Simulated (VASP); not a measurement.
An input for Quantum ESPRESSO's pw.x (written as the equivalent of a VASP run, and not itself run):

```
&CONTROL
  calculation = 'vc-relax'
  pseudo_dir = './pseudo'
  outdir = './out'
  tprnfor = .true.
  tstress = .true.
  nstep = 60
  forc_conv_thr = 0.00078
/
&SYSTEM
  ibrav = 0
  nat = 9
  ntyp = 2
  ecutwfc = 80
  occupations = 'smearing'
  smearing = 'gaussian'
  degauss = 0.003675
  input_dft = 'pbesol'
/
&ELECTRONS
  conv_thr = 7.3e-08
  electron_maxstep = 100
/
&IONS
/
&CELL
/
ATOMIC_SPECIES
  Si 28.085 Si.upf
  Mo 95.950 Mo.upf
CELL_PARAMETERS angstrom
     4.5738279    0.0000000    0.0000000
    -2.2869140    3.9610517   -0.0000000
     0.0000000   -0.0000000    6.5663407
ATOMIC_POSITIONS crystal
  Si   0.1639542  0.8360458  0.8333330
  Si   0.3279084  0.1639542  0.1666670
  Si   0.1639542  0.3279084  0.5000000
  Si   0.8360458  0.1639542  0.8333330
  Si   0.6720916  0.8360458  0.1666670
  Si   0.8360458  0.6720916  0.5000000
  Mo   0.5000000  0.0000000  0.5000000
  Mo   0.5000000  0.5000000  0.8333330
  Mo   0.0000000  0.5000000  0.1666670
K_POINTS automatic
  5 5 3 0 0 0
```

**Question.** Write the VASP files for the same calculation (PBEsol).

**Answer.** Several could match; the one computed here: 
INCAR:
```
# general
SYSTEM  = Si2Mo
PREC    = Accurate
ENCUT   = 400   # plane-wave cut-off (eV)
LREAL   = .FALSE.
LASPH   = .TRUE.   # aspherical one-centre terms

# electronic loop
EDIFF   = 1E-6   # SCF stop (eV)
NELM    = 100
ALGO    = Normal   # blocked Davidson
LMAXMIX = 4

# smearing
ISMEAR  = 0
SIGMA   = 0.05   # width (eV)

# functional
GGA     = PS

# ions
IBRION  = 2
NSW     = 60
ISIF    = 3   # ions, shape and volume
EDIFFG  = -0.02   # ionic stop

# output
LWAVE   = .FALSE.
LCHARG  = .FALSE.
```

File POSCAR:
```
Si2Mo
1
    4.5738279449     0.0000000000     0.0000000000
   -2.2869139724     3.9610516807    -0.0000000000
    0.0000000000    -0.0000000000     6.5663406771
Si Mo
6 3
Direct
  0.1639541948   0.8360458052   0.8333330000
  0.3279083896   0.1639541948   0.1666670000
  0.1639541948   0.3279083896   0.5000000000
  0.8360458052   0.1639541948   0.8333330000
  0.6720916104   0.8360458052   0.1666670000
  0.8360458052   0.6720916104   0.5000000000
  0.5000000000   0.0000000000   0.5000000000
  0.5000000000   0.5000000000   0.8333330000
  0.0000000000   0.5000000000   0.1666670000
```

KPOINTS:
```
Automatic mesh
0
Gamma
5 5 3
0 0 0
```

POTCAR, in this order: Si Mo_sv (PBE.64 set). Program: vasp_std.

Limits of the translation: the potentials are each code's own (VASP's PAW set, PseudoDojo norm-conserving files in pw.x), so ENCUT and ecutwfc are chosen apart and not converted; conv_thr bounds pw.x's estimated SCF error, while EDIFF bounds the energy change between steps; forc_conv_thr acts on force components and is met together with etot_conv_thr.

The structure comes from a computed database's Si2Mo entry (P6_222); how it stands against other phases isn't given here. This run relaxes it. Symmetry was kept, so distortions that lower it aren't found. The start is the result of an earlier pass.
